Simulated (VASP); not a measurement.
Here is the system:

```
CELL_PARAMETERS angstrom
      0.00000     3.10839     3.10839
      3.10839     0.00000     3.10839
      3.10839     3.10839     0.00000
ATOMIC_POSITIONS crystal
  Ga 0.00000 0.00000 0.00000
  Sb 0.25000 0.25000 0.25000
```

Level of theory: PW91 GGA, VASP's PBE PAW potentials (set 64) (plane waves; VASP 6.6.1). Numerical set-up: 520 eV cut-off, Gaussian smearing of 0.050 eV, potentials Ga_d Sb.

Unless said otherwise, spin-orbit coupling is left out, though it shifts the bands of the heavy elements here.

Task: Estimate the band gap (along the path) with the smallest direct gap where there is one.

Result: 
```
Quantity                                                     Result
-------------------------  ----------------------------------------
band gap (along the path)  none (metal, semimetal or under 0.01 eV)
```

Total energies compare only between runs with the same potentials, cut-off and functional.

The compound is GaSb in the zinc blende structure. It was relaxed first, which changed the volume by +6 %.
